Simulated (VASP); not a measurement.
Crystal: In2Te2O.

```xyz
5
Lattice="4.4337 0.0000 0.0000 -2.2169 3.8397 0.0000 0.0000 0.0000 10.3929" Properties=species:S:1:pos:R:3 pbc="T T T"
In    0.0000    0.0000    8.4199
In    0.0000    0.0000    1.9730
Te    0.0000    2.5598    3.2727
Te    2.2169    1.2799    7.1202
O     0.0000    0.0000    0.0000
```

The cell was built by a generator and needn't be a form met in nature.

Base run:

| Quantity | Value |
| --- | --- |
| Program | VASP 6.6.1 |
| Functional | HSE06 |
| Potentials or basis | VASP PAW PBE potentials, release 64 (In_d, Te, O) |
| Cutoff | 520 eV |
| k mesh | 6 × 6 × 2 |
| Occupations | gaussian, width 0.02 eV |
| Spin | no spin polarisation |

Its results: band gap on the k mesh 1.82 eV, direct; pressure -1.8 GPa; largest force 0.279 eV/Å.

Question: The run is repeated on the same cell with these changes: functional from HSE06 to PBE; further incar settings from ALGO = Normal; EDIFF = 1e-05 to ALGO = Normal; EDIFF = 1e-06. What comes out?

Answer: Band gap on the k mesh 1.04 eV, direct; pressure 0.0 GPa; largest force 0.004 eV/Å.

Caveats: spin-orbit coupling is left out, which moves the levels of the heavy elements; this functional lacks dispersion, which binds the layers, so the pressure and a relaxed spacing across them are unreliable; the PAW data sets were made with another functional, which shifts forces and pressure a little (some runs).

A k mesh can miss the band edges.
